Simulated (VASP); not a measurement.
Method: optB86b-vdW, VASP's PBE PAW potentials (set 64) (plane waves; VASP).

VASP input:

POSCAR:
```
SiC
1
    0.0000000000     2.2085770829     2.2085770829
    2.2085770829     0.0000000000     2.2085770829
    2.2085770829     2.2085770829     0.0000000000
Si C
1 1
Direct
  0.0000000000   0.0000000000   0.0000000000
  0.2500000000   0.2500000000   0.2500000000
```

### KPOINTS
```
Automatic
0
Gamma
  10 10 10
0 0 0
```

INCAR:
```
LUSE_VDW = .TRUE.
PARAM2 = 1.0
PREC = Accurate
ALGO = Normal
EDIFF = 1E-7   # SCF stop (eV)
SYSTEM = SiC
LREAL = .FALSE.   # projection in real space or not
NELM = 100   # most electronic steps
GGA = MK
PARAM1 = 0.1234
ISMEAR = 0
ENCUT = 520   # plane-wave cut-off (eV)
LWAVE = .FALSE.
LCHARG = .FALSE.
AGGAC = 0.0
ISIF = 2   # forces and stress, cell fixed
LASPH = .TRUE.   # aspherical one-centre terms
SIGMA = 0.05
```

POTCAR, in this order: Si C (PBE.64 set). Program: vasp_std.

Output

### OSZICAR
```
       N       E                     dE             d eps       ncg     rms          rms(c)
DAV:   1     0.883786178173E+01    0.88379E+01   -0.41299E+03   784   0.841E+02
DAV:   2    -0.143006491334E+02   -0.23139E+02   -0.21670E+02  1112   0.110E+02
DAV:   3    -0.147281992443E+02   -0.42755E+00   -0.42755E+00   864   0.191E+01
DAV:   4    -0.147295430545E+02   -0.13438E-02   -0.13438E-02  1152   0.118E+00
DAV:   5    -0.147295438075E+02   -0.75298E-06   -0.75298E-06   896   0.214E-02    0.834E+00
DAV:   6    -0.130120381244E+02    0.17175E+01   -0.77343E+00   824   0.155E+01    0.360E+00
DAV:   7    -0.129750680902E+02    0.36970E-01   -0.29399E-01  1136   0.392E+00    0.171E+00
DAV:   8    -0.129690576553E+02    0.60104E-02   -0.20846E-02   792   0.132E+00    0.162E-01
DAV:   9    -0.129693288320E+02   -0.27118E-03   -0.79481E-04  1192   0.242E-01    0.103E-01
DAV:  10    -0.129694331280E+02   -0.10430E-03   -0.24129E-04   928   0.123E-01    0.224E-02
DAV:  11    -0.129694328353E+02    0.29268E-06   -0.44874E-05   944   0.414E-02    0.905E-03
DAV:  12    -0.129694331633E+02   -0.32803E-06   -0.19298E-06   936   0.105E-02    0.192E-03
DAV:  13    -0.129694332191E+02   -0.55776E-07   -0.94406E-08   664   0.287E-03
   1 F= -.12969433E+02 E0= -.12969433E+02  d E =-.769942E-11
```

### OUTCAR
```
------------------------ aborting loop because EDIFF is reached ----------------------------------------
  FORCE on cell =-STRESS in cart. coord.  units (eV):
  Direction    XX          YY          ZZ          XY          YZ          ZX
  --------------------------------------------------------------------------------------
  Total       -0.8053911     -0.8053911     -0.8053911     -0.0000000      0.0000000     -0.0000000
  in kB      -59.8893661    -59.8893661    -59.8893661     -0.0000000      0.0000000     -0.0000000
  external PRESSURE =     -59.8893661 kB  Pullay stress =       0.0000000 kB
  volume of cell :       21.55
      direct lattice vectors                 reciprocal lattice vectors
     0.000000000  2.208577083  2.208577083    -0.226390106  0.226390106  0.226390106
     2.208577083  0.000000000  2.208577083     0.226390106 -0.226390106  0.226390106
     2.208577083  2.208577083  0.000000000     0.226390106  0.226390106 -0.226390106
  FREE ENERGIE OF THE ION-ELECTRON SYSTEM (eV)
  ---------------------------------------------------
  free  energy   TOTEN  =       -12.9694332191 eV

  energy  without entropy=      -12.9694332191  energy(sigma->0) =      -12.96943322
```
(Selected blocks of OUTCAR.)

The compound is SiC in the zinc blende structure. This cell is one point of a volume scan, at 1.03 of the reference volume.
